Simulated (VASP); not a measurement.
Calculation: PBEsol GGA, VASP's PBE PAW potentials (set 64) (plane waves; VASP).

VASP ran on this input.

### INCAR
```
ALGO  =  Normal
EDIFF  =  1E-6
EDIFFG  =  -0.02
ENCUT  =  400
GGA  =  PS
IBRION  =  2
ISIF  =  3
ISMEAR  =  1
LASPH  =  .TRUE.
LCHARG  =  .FALSE.
LMAXMIX  =  6
LREAL  =  .FALSE.
LWAVE  =  .FALSE.
NELM  =  100
NSW  =  60
PREC  =  Accurate
SIGMA  =  0.1
SYSTEM  =  WSi2
```

File KPOINTS:
```
Automatic mesh
0
Gamma
12 12 12
0 0 0
```

POSCAR:
```
WSi2
1
   -1.6025585709     1.6025585709     3.9077051379
    1.6025585709    -1.6025585709     3.9077051379
    1.6025585709     1.6025585709    -3.9077051379
Si W
2 1
Direct
  0.6651232944   0.6651232944   0.0000000000
  0.3348767056   0.3348767056   0.0000000000
  0.0000000000   0.0000000000   0.0000000000
```

POTCAR, in this order: Si W_sv (PBE.64 set). Program: vasp_std.

What VASP printed:

### OSZICAR
```
       N       E                     dE             d eps       ncg     rms          rms(c)
DAV:   1     0.106962447128E+03    0.10696E+03   -0.96228E+03  4898   0.123E+03
DAV:   2    -0.240659959561E+02   -0.13103E+03   -0.12930E+03  5660   0.319E+02
DAV:   3    -0.274916226227E+02   -0.34256E+01   -0.33478E+01  6528   0.467E+01
DAV:   4    -0.275152585329E+02   -0.23636E-01   -0.23623E-01  5583   0.446E+00
DAV:   5    -0.275155426243E+02   -0.28409E-03   -0.28408E-03  6633   0.485E-01    0.264E+01
DAV:   6    -0.267601425581E+02    0.75540E+00   -0.41134E+00  5870   0.153E+01    0.933E+00
DAV:   7    -0.266641865184E+02    0.95956E-01   -0.26251E-01  5506   0.306E+00    0.453E+00
DAV:   8    -0.266399184230E+02    0.24268E-01   -0.45725E-02  6290   0.182E+00    0.295E-01
DAV:   9    -0.266393607822E+02    0.55764E-03   -0.10979E-03  5821   0.281E-01    0.169E-01
DAV:  10    -0.266392314556E+02    0.12933E-03   -0.29383E-04  6080   0.174E-01    0.376E-02
DAV:  11    -0.266392261058E+02    0.53498E-05   -0.33677E-05  6262   0.477E-02    0.154E-02
DAV:  12    -0.266392260837E+02    0.22081E-07   -0.14966E-06  4001   0.848E-03
   1 F= -.26639226E+02 E0= -.26639250E+02  d E =-.266392E+02
       N       E                     dE             d eps       ncg     rms          rms(c)
DAV:   1    -0.266398418948E+02   -0.61579E-03   -0.17352E-02  5317   0.125E+00    0.116E-01
DAV:   2    -0.266396185242E+02    0.22337E-03   -0.66842E-04  6438   0.213E-01    0.584E-02
DAV:   3    -0.266395395489E+02    0.78975E-04   -0.17120E-04  6094   0.103E-01    0.182E-02
DAV:   4    -0.266395377499E+02    0.17989E-05   -0.93050E-06  5569   0.256E-02    0.575E-03
DAV:   5    -0.266395375967E+02    0.15324E-06   -0.41758E-07  2914   0.496E-03
   2 F= -.26639538E+02 E0= -.26639579E+02  d E =-.311513E-03
       N       E                     dE             d eps       ncg     rms          rms(c)
DAV:   1    -0.266395507690E+02   -0.13019E-04   -0.30824E-04  5296   0.167E-01    0.156E-02
DAV:   2    -0.266395469145E+02    0.38545E-05   -0.11762E-05  6473   0.283E-02    0.782E-03
DAV:   3    -0.266395455317E+02    0.13828E-05   -0.29523E-06  4256   0.136E-02    0.245E-03
DAV:   4    -0.266395455233E+02    0.83546E-08   -0.28161E-07  2578   0.511E-03
   3 F= -.26639546E+02 E0= -.26639584E+02  d E =-.319440E-03
```

**OUTCAR**
```
------------------------ aborting loop because EDIFF is reached ----------------------------------------
  FORCE on cell =-STRESS in cart. coord.  units (eV):
  Direction    XX          YY          ZZ          XY          YZ          ZX
  --------------------------------------------------------------------------------------
  Total       -0.0012808     -0.0012808     -0.0572435      0.0000000     -0.0000000      0.0000000
  in kB       -0.0511157     -0.0511157     -2.2845309      0.0000000     -0.0000000      0.0000000
  external PRESSURE =      -0.7955874 kB  Pullay stress =       0.0000000 kB
  volume of cell :       40.15
      direct lattice vectors                 reciprocal lattice vectors
    -1.601757983  1.601757983  3.911883449     0.000000000  0.312157021  0.127815669
     1.601757983 -1.601757983  3.911883449     0.312157021  0.000000000  0.127815669
     1.601757983  1.601757983 -3.911883449     0.312157021  0.312157021  0.000000000
 POSITION                                       TOTAL-FORCE (eV/Angst)
 -----------------------------------------------------------------------------------
      0.00000      0.00000      5.20709         0.000000      0.000000      0.008660
      0.00000      0.00000      2.61668        -0.000000     -0.000000     -0.008660
     -0.00000      0.00000      0.00000         0.000000      0.000000      0.000000
 -----------------------------------------------------------------------------------
    total drift:                               -0.000000     -0.000000      0.000000
  FREE ENERGIE OF THE ION-ELECTRON SYSTEM (eV)
  ---------------------------------------------------
  free  energy   TOTEN  =       -26.6395455233 eV

  energy  without entropy=      -26.6396618188  energy(sigma->0) =      -26.63958429

 reached required accuracy - stopping structural energy minimisation
```
(Selected blocks of OUTCAR.)

CONTCAR:
```
WSi2
   1.00000000000000
    -1.6017579831668958    1.6017579831668958    3.9118834487088519
     1.6017579831668958   -1.6017579831668958    3.9118834487088519
     1.6017579831668958    1.6017579831668958   -3.9118834487088519
  Si              W
     2     1
Direct
     0.6655472603788609    0.6655472603788609    0.0000000000000000
     0.3344527396211390    0.3344527396211390    0.0000000000000000
     0.0000000000000000    0.0000000000000000    0.0000000000000000
```

File OUTCAR:
```
 val. band max:       12.0000255937   @ k =  -0.4167  -0.4167   0.3333

 cond. band min:      12.0305028085   @ k =  -0.4167  -0.4167   0.4167


 Fermi energy:        12.0120721654

 k-point     1 :       0.0000    0.0000    0.0000
  band No.  band energies     occupation
      1     -61.8299      2.00000
      2     -26.1002      2.00000
      3     -26.0743      2.00000
      4     -26.0743      2.00000
      5      -2.1686      2.00000
      6       5.0538      2.00000
      7       8.2249      2.00000
      8       8.5715      2.00000
      9       9.1100      2.00000
     10       9.1100      2.00000
     11      12.5925     -0.00000
     12      14.7809      0.00000
     13      14.8412      0.00000
     14      15.0996      0.00000
     15      15.0996      0.00000

 k-point     2 :       0.0833    0.0000    0.0000
  band No.  band energies     occupation
      1     -61.8293      2.00000
      2     -26.0991      2.00000
      3     -26.0897      2.00000
      4     -26.0728      2.00000
      5      -2.0348      2.00000
      6       5.0669      2.00000
      7       7.8161      2.00000
      8       8.5753      2.00000
      9       9.1994      2.00000
     10       9.2697      2.00000
     11      12.0870      0.04808
     12      14.3882      0.00000
     13      14.6723      0.00000
     14      15.2421      0.00000
     15      15.6769      0.00000

 k-point     3 :       0.1667   -0.0000    0.0000
  band No.  band energies     occupation
      1     -61.8279      2.00000
      2     -26.1318      2.00000
      3     -26.0958      2.00000
      4     -26.0690      2.00000
      5      -1.6399      2.00000
      6       5.0518      2.00000
      7       7.0821      2.00000
      8       8.4844      2.00000
      9       9.4420      2.00000
     10       9.4515      2.00000
     11      11.2359      2.00000
     12      13.5762     -0.00000
     13      14.2657      0.00000
     14      16.1049      0.00000
     15      16.4323      0.00000
...
```

Unless said otherwise, spin-orbit coupling is left out, though it shifts the bands of the heavy elements here.

The compound is WSi2 in the MoSi2 type structure. This run relaxes it. Symmetry was kept, so distortions that lower it aren't found. The start is the result of an earlier pass.
